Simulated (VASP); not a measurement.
Given:

```xyz
2
Lattice="3.6804 -1.8800 0.0000 3.6804 1.8800 0.0000 2.7200 0.0000 3.1114" Properties=species:S:1:pos:R:3 pbc="T T T"
As     2.2883     0.0000     0.7063
As     7.7924     0.0000     2.4051
```

The numbers are results of PBE GGA, VASP's PBE PAW potentials (set 64) (plane waves; VASP), not measurements. Numerical set-up: 300 eV cut-off, 7×7×7 Γ-centred mesh, Fermi-Dirac smearing of 0.050 eV, potentials As.

**Question.** Which forces act on the atoms, in eV/Å?

**Answer.** 
```csv
atom,Fx,Fy,Fz
As1,0.242,0.000,0.075
As2,-0.242,0.000,-0.075
```

**Question.** Give the stress tensor in GPa (positive for a compressed cell).

**Answer.** 
```
 2.66   0.00  -0.38
 0.00   3.89   0.00
-0.38   0.00   3.78
```
The pressure is its mean diagonal, 3.44 GPa.

The structure is a typed As crystal (R-3m). The cell was not relaxed at this level.
